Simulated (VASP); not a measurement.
# MgC2 (Fm-3m) in VASP: further runs

The runs below take MgC2 through single point, relaxation of cell and atoms, with PBE.

Everything below comes from runs of VASP 6.6.1. Logs are shortened: lines on timing, memory, paths and dates and some standing lists are left out, and cuts for length are marked.

**1. The cell of the first run**

Symmetry: Fm-3m, No. 225, cubic system. Conventional cell: a = 5.102 Å, b = 5.102 Å, c = 5.102 Å, α = 90.00°, β = 90.00°, γ = 90.00°. Around Mg (site symmetry m-3m) lie 8 C at 2.21 Å. C (site symmetry -43m) has 4 Mg at 2.21 Å as nearest neighbours.

The cell was built by a generator and needn't be a form met in nature.

**2. Single point, PBE (random cell by space group and Wyckoff sites (Fm-3m, No. 225))**

Contents of INCAR:

```
PREC = Accurate
ENCUT = 520
EDIFF = 1E-6
ISMEAR = 0
SIGMA = 0.1
LREAL = F
LASPH = T
NELM = 60
ALGO = Normal
ISIF = 2
LWAVE = F
LCHARG = T
GGA = PE
LELF = T
LVHAR = T
NBANDS = 12
```

Contents of KPOINTS:

```
regular mesh
0
Gamma
  16 16 16
```

Contents of POSCAR:

```
MgC2
1.0
    0.0000000000      2.5510095571      2.5510095571
    2.5510095571      0.0000000000      2.5510095571
    2.5510095571      2.5510095571      0.0000000000
Mg C
1 2
Direct
    0.5000000000      0.5000000000      0.5000000000
    0.7500000000      0.7500000000      0.7500000000
    0.2500000000      0.2500000000      0.2500000000
```

Potentials or basis: VASP PAW PBE potentials, release 64 (Mg, C).

Launch:

```bash
cat potpaw_PBE.64/Mg/POTCAR potpaw_PBE.64/C/POTCAR > POTCAR
mpirun -np 1 vasp_std > vasp.out
```

OUTCAR:

```text
PREC = Accurate
   ENCUT = 520
   EDIFF = 1E-6
   ISMEAR = 0
   LREAL = F
   LASPH = T
   NELM = 60
   ISIF = 2
   GGA = PE

 ion  position               nearest neighbor table
   1  0.500  0.500  0.500-   3 2.21   3 2.21   3 2.21   2 2.21   2 2.21   2 2.21   3 2.21   2 2.21

   2  0.750  0.750  0.750-   1 2.21   1 2.21   1 2.21   1 2.21
   3  0.250  0.250  0.250-   1 2.21   1 2.21   1 2.21   1 2.21

  LATTYP: Found a face centered cubic cell.
 ALAT       =     5.1020191142

  Lattice vectors:

 A1 = (   0.0000000000,   2.5510095571,   2.5510095571)
 A2 = (   2.5510095571,   0.0000000000,   2.5510095571)
 A3 = (   2.5510095571,   2.5510095571,   0.0000000000)

Analysis of symmetry for initial positions (statically):
=====================================================================
 Subroutine PRICEL returns:
 Original cell was already a primitive cell.

 Routine SETGRP: Setting up the symmetry group for a
 face centered cubic supercell.

 Subroutine GETGRP returns: Found 48 space group operations
 (whereof 48 operations were pure point group operations)
 out of a pool of 48 trial point group operations.

The static configuration has the point symmetry O_h .

Analysis of symmetry for dynamics (positions and initial velocities):
=====================================================================
 Subroutine PRICEL returns:
 Original cell was already a primitive cell.

 Routine SETGRP: Setting up the symmetry group for a
 face centered cubic supercell.

 Subroutine GETGRP returns: Found 48 space group operations
 (whereof 48 operations were pure point group operations)
 out of a pool of 48 trial point group operations.

The dynamic configuration has the point symmetry O_h .

 Subroutine INISYM returns: Found 48 space group operations
 (whereof 48 operations are pure point group operations),
 and found     1 'primitive' translations

----------------------------------------------------------------------------------------

                                     Primitive cell

  volume of cell :      33.2022

  direct lattice vectors                    reciprocal lattice vectors
     0.000000000  2.551009557  2.551009557    -0.196000834  0.196000834  0.196000834
     2.551009557  0.000000000  2.551009557     0.196000834 -0.196000834  0.196000834
     2.551009557  2.551009557  0.000000000     0.196000834  0.196000834 -0.196000834

  length of vectors
     3.607672313  3.607672313  3.607672313     0.339483402  0.339483402  0.339483402

  position of ions in fractional coordinates (direct lattice)
     0.500000000  0.500000000  0.500000000
     0.750000000  0.750000000  0.750000000
     0.250000000  0.250000000  0.250000000

  ion indices of the primitive-cell ions
   primitive index   ion index
                 1           1
                 2           2
                 3           3

----------------------------------------------------------------------------------------

 KPOINTS: regular mesh

Automatic generation of k-mesh.
 Grid dimensions read from file:
 generate k-points for:   16   16   16

 Generating k-lattice:

  Cartesian coordinates                     Fractional coordinates (reciprocal lattice)
    -0.012250052  0.012250052  0.012250052     0.062500000  0.000000000  0.000000000
     0.012250052 -0.012250052  0.012250052     0.000000000  0.062500000  0.000000000
     0.012250052  0.012250052 -0.012250052     0.000000000  0.000000000  0.062500000

  Length of vectors
     0.021217713  0.021217713  0.021217713

  Shift w.r.t. Gamma in fractional coordinates (k-lattice)
     0.000000000  0.000000000  0.000000000

 Subroutine IBZKPT returns following result:
 ===========================================

 Found    145 irreducible k-points:

 Following reciprocal coordinates:
            Coordinates               Weight
  0.000000  0.000000  0.000000      1.000000
  0.062500  0.000000  0.000000      8.000000
  0.125000  0.000000  0.000000      8.000000
  0.187500  0.000000  0.000000      8.000000
  0.250000  0.000000  0.000000      8.000000
  0.312500  0.000000  0.000000      8.000000
[... 16 lines left out ...]
 -0.125000  0.062500  0.000000     24.000000
 -0.062500  0.062500  0.000000     12.000000
 [... further k-points ...]
   k-points           NKPTS =    145   k-points in BZ     NKDIM =    145   number of bands    NBANDS=     12
   number of dos      NEDOS =    301   number of ions     NIONS =      3
   total plane-waves  NPLWV =  21952
   dimension x,y,z NGX =    28 NGY =   28 NGZ =   28
   dimension x,y,z NGXF=    56 NGYF=   56 NGZF=   56
   ions per type =               1   2
   NGX,Y,Z   is equivalent  to a cutoff of  12.90, 12.90, 12.90 a.u.
   NGXF,Y,Z  is equivalent  to a cutoff of  25.81, 25.81, 25.81 a.u.
 SYSTEM =  unknown system
   PREC   = accura    normal or accurate (medium, high low for compatibility)
   ISTART =      0    job   : 0-new  1-cont  2-samecut
   ICHARG =      2    charge: 1-file 2-atom 10-const
   ISPIN  =      1    spin polarized calculation?
   LNONCOLLINEAR =      F non collinear calculations
   LSORBIT =      F    spin-orbit coupling
   LASPH  =      T    aspherical Exc in radial PAW
   ENCUT  =  520.0 eV  38.22 Ry    6.18 a.u.   6.71  6.71  6.71*2*pi/ulx,y,z
   NELM   =     60;   NELMIN=  2; NELMDL= -5     # of ELM steps
   EDIFF  = 0.1E-05   stopping-criterion for ELM
   LREAL  =      F    real-space projection
   EDIFFG = 0.1E-04   stopping-criterion for IOM
   NSW    =      0    number of steps for IOM
   IBRION =     -1    ionic relax: 0-MD 1-quasi-New 2-CG
   NFREE  =      0    steps in history (QN), initial steepest desc. (CG)
   ISIF   =      2    stress and relaxation
   ISYM   =      2    0-nonsym 1-usesym 2-fastsym
   POTIM  = 0.5000    time-step for ionic-motion
   TEBEG  =    0.0;   TEEND  =   0.0 temperature during run
   PSTRESS=    0.0 pullay stress
   NELECT =      10.0000    total number of electrons
   NUPDOWN=      -1.0000    fix difference up-down
   EMIN   =  10.00;   EMAX   =-10.00  energy-range for DOS
   EFERMI =   0.00;   METHOD = LEGACY
   ISMEAR =     0;   SIGMA  =   0.10  broadening in eV -4-tet -1-fermi 0-gaus
   EFERMI_NEDOS =   21; number of points for ismear=-14 and -15
   IALGO  =     38    algorithm
   IMIX   =      4    mixing-type and parameters
     AMIX     =   0.40;   BMIX     =  1.00
     AMIX_MAG =   1.60;   BMIX_MAG =  1.00
  volume/ion in A,a.u.               =      11.07        74.69
  Fermi-wavevector in a.u.,A,eV,Ry     =   1.097369  2.073727 16.384395  1.204219
  Thomas-Fermi vector in A             =   2.233728
   LORBIT       =      0    0 simple, 1 ext, 2 COOP (PROOUT), +10 PAW based schemes
   GGA     = PE    functional components
   LHFCALC =     F    Hartree Fock is set to
   AEXX    =    0.0000 exact exchange contribution
   IVDW    =     0    specifies the selected vdW correction
   LEPSILON=     F    determine dielectric tensor
   LRPA    =     F    only Hartree local field effects (RPA)
 non-spin polarized calculation
 Gauss-broadening in eV      SIGMA  =   0.10
  energy-cutoff  :      520.00
  volume of cell :       33.20
 maximum number of plane-waves:       911
   NGX = 13   NGY = 13   NGZ = 13

 number of electron      10.0000000 magnetization

 Free energy of the ion-electron system (eV)
  ---------------------------------------------------
  ext. energy  EPLUGINS =         0.00000000
  ---------------------------------------------------
  free energy    TOTEN  =       -12.78141557 eV

  energy without entropy =      -12.77462467  energy(sigma->0) =      -12.77802012

 E-fermi :   3.4658     XC(G=0): -10.5489

 val. band max:        3.4624880675   @ k =  -0.3750   0.2500   0.1250
 cond. band min:       3.4779708235   @ k =   0.3125   0.1250   0.0625
 fundamental gap:      0.0154827560
 Fermi energy:         3.4657515055

 k-point     1 :       0.0000    0.0000    0.0000
  band No.  band energies     occupation
      1      -9.5234      2.00000
      2      -1.5848      2.00000
      3       1.9658      2.00000
      4       1.9658      2.00000
      5       1.9658      2.00000
      6       5.9913      0.00000
      7       5.9913      0.00000
      8       5.9913      0.00000
      9      13.1593      0.00000
     10      13.1593      0.00000
     11      13.1593      0.00000
     12      14.7756      0.00000

 k-point     2 :       0.0625    0.0000    0.0000
  band No.  band energies     occupation
      1      -9.4716      2.00000
      2      -1.7438      2.00000
      3       1.9790      2.00000
      4       1.9790      2.00000
      5       2.0509      2.00000
      6       5.8973      0.00000
      7       5.8973      0.00000
      8       5.9151      0.00000
      9      13.1329      0.00000
     10      13.2491      0.00000
     11      13.2491      0.00000
     12      14.9067      0.00000

 k-point     3 :       0.1250    0.0000    0.0000
  band No.  band energies     occupation
      1      -9.3166      2.00000
      2      -2.1709      2.00000
      3       2.0200      2.00000
      4       2.0200      2.00000
      5       2.2594      2.00000
      6       5.6362      0.00000
      7       5.6362      0.00000
      8       5.7025      0.00000
      9      13.1140      0.00000
     10      13.5193      0.00000
     11      13.5193      0.00000
     12      15.2453      0.00000
[... 286 lines left out ...]
 k-point    23 :      -0.1250    0.0625    0.0000
  band No.  band energies     occupation
      1      -9.1971      2.00000
      2      -2.4384      2.00000
      3       1.6835      2.00000
      4       2.2410      2.00000
      5       2.5534      2.00000
      6       5.1871      0.00000
      7       5.2727      0.00000
      8       6.0264      0.00000
      9      12.9779      0.00000
     10      13.5291      0.00000
     11      14.1040      0.00000
     12      15.4144      0.00000

 k-point    24 :      -0.0625    0.0625    0.0000
  band No.  band energies     occupation
      1      -9.3854      2.00000
      2      -1.9804      2.00000
      3       1.8076      2.00000
      4       2.0975      2.00000
      5       2.2661      2.00000
      6       5.6034      0.00000
      7       5.6466      0.00000
      8       6.0514      0.00000
      9      13.0168      0.00000
     10      13.2953      0.00000
     11      13.6059      0.00000
     12      15.0824      0.00000

 [... further k-points ...]

------------------------ aborting loop because EDIFF is reached ----------------------------------------

  FORCE on cell =-STRESS in cart. coord.  units (eV):
  Direction    XX          YY          ZZ          XY          YZ          ZX
  --------------------------------------------------------------------------------------
  -------------------------------------------------------------------------------------
  Total       -0.0131727     -0.0131727     -0.0131727      0.0000000      0.0000000     -0.0000000
  in kB       -0.6356497     -0.6356497     -0.6356497      0.0000000      0.0000000     -0.0000000
  external PRESSURE =      -0.6356497 kB  Pullay stress =       0.0000000 kB

 VOLUME and BASIS-vectors are now :
 -----------------------------------------------------------------------------
  energy-cutoff  :      520.00
  volume of cell :       33.20
      direct lattice vectors                 reciprocal lattice vectors
     0.000000000  2.551009557  2.551009557    -0.196000834  0.196000834  0.196000834
     2.551009557  0.000000000  2.551009557     0.196000834 -0.196000834  0.196000834
     2.551009557  2.551009557  0.000000000     0.196000834  0.196000834 -0.196000834

 POSITION                                       TOTAL-FORCE (eV/Angst)
 -----------------------------------------------------------------------------------
      2.55101      2.55101      2.55101         0.000000      0.000000      0.000000
      3.82651      3.82651      3.82651         0.000000     -0.000000      0.000000
      1.27550      1.27550      1.27550        -0.000000     -0.000000     -0.000000
 -----------------------------------------------------------------------------------
    total drift:                               -0.000000     -0.000000     -0.000000

  FREE ENERGIE OF THE ION-ELECTRON SYSTEM (eV)
  ---------------------------------------------------
  free  energy   TOTEN  =       -12.7814155689 eV

  energy  without entropy=      -12.7746246656  energy(sigma->0) =      -12.77802012
```

Wall time 52 s (1 thread of Intel Xeon Platinum 8259CL at 2.50GHz (Skylake/Cascade Lake), shared host); peak memory 0.2 GiB.

Results:

```yaml
Free_energy: -12.7814 eV
Pressure: -0.1 GPa
Band_gap_on_the_k_mesh: none (metal or under the smearing width)
```

**3. Relaxation of cell and atoms, PBE (random cell by space group and Wyckoff sites (Fm-3m, No. 225))**

Contents of INCAR:

```
ALGO     = Fast           # electronic algorithm
EDIFF    = 1E-6           # SCF threshold, eV
EDIFFG   = -0.01          # ionic threshold
ENCUT    = 600            # plane-wave cutoff, eV
GGA      = PE             # functional
IBRION   = 2              # ionic algorithm
ISIF     = 3              # what is computed and relaxed
ISMEAR   = 0              # smearing method
LASPH    = True           # aspherical terms in the spheres
LCHARG   = False          # write CHGCAR
LREAL    = False          # projectors in reciprocal space
LWAVE    = False          # write WAVECAR
NELM     = 60             # most SCF steps
NSW      = 100            # ionic steps
PREC     = Accurate       # precision mode
SIGMA    = 0.1            # smearing width, eV
```

Contents of KPOINTS:

```
k-points
0
Gamma
  16 16 16
```

Contents of POSCAR:

```
MgC2
1.0
    0.0000000000      2.5587017959      2.5587017959
    2.5587017959      0.0000000000      2.5587017959
    2.5587017959      2.5587017959      0.0000000000
Mg C
1 2
Direct
    0.5000000000      0.5000000000      0.5000000000
    0.7500000000      0.7500000000      0.7500000000
    0.2500000000      0.2500000000      0.2500000000
```

Potentials or basis: VASP PAW PBE potentials, release 64 (Mg, C).

Launch:

```bash
cat potpaw_PBE.64/Mg/POTCAR potpaw_PBE.64/C/POTCAR > POTCAR
mpirun -np 1 vasp_std > vasp.out
```

It took 88 s on 1 thread of Intel Xeon Platinum 8259CL at 2.50GHz (Skylake/Cascade Lake), shared host; peak memory 0.22 GiB.

It converged, with:

- Free energy: -12.7822 eV
- Relaxed volume: 11.05 Å³/atom
- Relaxed cell: a = 3.606 Å, b = 3.606 Å, c = 3.606 Å, α = 60.00°, β = 60.00°, γ = 60.00°
- Space group after relaxing (to 0.05 Å): Fm-3m (No. 225)
- Energy gained by relaxing: 0.4 meV/atom
- Ionic steps: 2
- Pressure after relaxing: 0.0 GPa
- Band gap on the k mesh: none (metal or under the smearing width)

Step by step:
```csv
step,energy change (eV),largest force (eV/Å),pressure (GPa),volume (Å³)
1,0.0000,0.0000,-1.04,33.50
2,-0.0012,0.0000,-0.03,33.15
```

Final structure:
```
Mg C
1.0
     0.00000    2.54972    2.54972
     2.54972    0.00000    2.54972
     2.54972    2.54972    0.00000
Mg C
1 2
Direct
  0.50000 0.50000 0.50000
  0.75000 0.75000 0.75000
  0.25000 0.25000 0.25000
```

Levels at points of the mesh, in eV from the Fermi level:
| k point | band 3 | band 4 | band 5 | band 6 | band 7 | band 8 |
| --- | --- | --- | --- | --- | --- | --- |
| (0.00, 0.00, 0.00) | -1.50 | -1.50 | -1.50 | 2.53 | 2.53 | 2.53 |
| (0.50, 0.00, 0.00) | -0.34 | -0.34 | -0.33 | -0.33 | 0.04 | 0.38 |
| (0.50, 0.50, 0.00) | -5.34 | -3.08 | -3.08 | 3.40 | 3.40 | 4.37 |

**4. Single point, PBE (random cell by space group and Wyckoff sites (Fm-3m, No. 225))**

Contents of INCAR:

```
ALGO     = Fast           # electronic algorithm
EDIFF    = 1E-6           # SCF threshold, eV
ENCUT    = 520            # plane-wave cutoff, eV
GGA      = PE             # functional
ISIF     = 2              # what is computed and relaxed
ISMEAR   = 0              # smearing method
LASPH    = T              # aspherical terms in the spheres
LCHARG   = F              # write CHGCAR
LREAL    = F              # projectors in reciprocal space
LWAVE    = F              # write WAVECAR
NBANDS   = 12             # bands
NELM     = 80             # most SCF steps
PREC     = Accurate       # precision mode
SIGMA    = 0.1            # smearing width, eV
```

Contents of KPOINTS:

```
k-points
0
Gamma
  6 6 6
```

POSCAR is that of step 3.

Launch:

```bash
cat potpaw_PBE.64/Mg/POTCAR potpaw_PBE.64/C/POTCAR > POTCAR
mpirun -np 1 vasp_std > vasp.out
```

It took 11 s on 1 thread of Intel Xeon Platinum 8259CL at 2.50GHz (Skylake/Cascade Lake), shared host; peak memory 0.15 GiB.

Results (log left out):

| Property | Result |
| --- | --- |
| Free energy | -12.7620 eV |
| Pressure | -0.4 GPa |
| Band gap on the k mesh | none (metal or under the smearing width) |

Levels at points of the mesh, in eV from the Fermi level:
```tsv
k point	band 1	band 2	band 3	band 4	band 5	band 6	band 7	band 8	band 9	band 10
(0.00, 0.00, 0.00)	-12.97	-5.13	-1.52	-1.52	-1.52	2.47	2.47	2.47	9.61	9.61
(0.50, 0.00, 0.00)	-10.00	-9.86	-0.37	-0.37	-0.36	-0.36	-0.03	0.32	11.70	12.59
(0.50, 0.50, 0.00)	-10.10	-7.65	-5.33	-3.09	-3.09	3.33	3.33	4.29	6.40	14.74
```

(Continued in part 2 of 2.)
